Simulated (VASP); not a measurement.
Given:

```
CELL_PARAMETERS angstrom
      4.18038     0.00000     0.00000
      0.00000     4.18038     0.00000
      0.00000     0.00000     4.18038
ATOMIC_POSITIONS crystal
  Cu 0.75000 0.25000 0.75000
  Cu 0.25000 0.75000 0.75000
  Cu 0.75000 0.75000 0.25000
  Cu 0.25000 0.25000 0.25000
  O  0.00000 0.00000 0.00000
  O  0.50000 0.50000 0.50000
```

Level of theory: LDA (Ceperley-Alder, Perdew-Zunger), VASP's LDA PAW potentials (set 64) (plane waves; VASP). Numerical set-up: 520 eV cut-off, 6×6×6 Γ-centred mesh, tetrahedra with Blöchl corrections, potentials Cu O.

The cores are frozen, which limits the accuracy of field gradients.

### Question
Give the principal components of the electric field gradient (V/Å²) and the asymmetry η at each nucleus.

### Answer

```tsv
atom	Vxx	Vyy	Vzz	η
Cu1	45.8	45.8	-91.5	0.00
Cu2	45.8	45.8	-91.5	0.00
Cu3	45.8	45.8	-91.5	0.00
Cu4	45.8	45.8	-91.5	0.00
O5	0.0	0.0	0.0	-
O6	0.0	0.0	0.0	-
```

The compound is Cu2O in the cuprite structure. It was relaxed first, which changed the volume by -6 %.
